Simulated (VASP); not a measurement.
Consider the following.

```
CELL_PARAMETERS angstrom
      0.00000     1.96000     1.96000
      1.96000     0.00000     1.96000
      1.96000     1.96000     0.00000
ATOMIC_POSITIONS crystal
  Pt 0.00000 0.00000 0.00000
```

Computed with PBE GGA, VASP's PBE PAW potentials (set 64) (plane waves; VASP). Settings: 400 eV cut-off, 5×5×5 Γ-centred mesh, first-order Methfessel-Paxton smearing of 0.10 eV, potentials Pt.

Q: Give the stress tensor in GPa (positive for a compressed cell).

A: 
```
14.83   0.00   0.00
 0.00  14.83   0.00
 0.00   0.00  14.83
```
The pressure is its mean diagonal, 14.83 GPa.

The compound is Pt in the fcc structure. The cell was not relaxed at this level. The k-mesh is coarse (spacing up to 0.56 per Å, 2π included), so the numbers may not be converged in it. The run is one of a series of settings (KPOINTS 5×5×5 Γ-centred mesh against the base run), some of them coarse on purpose.
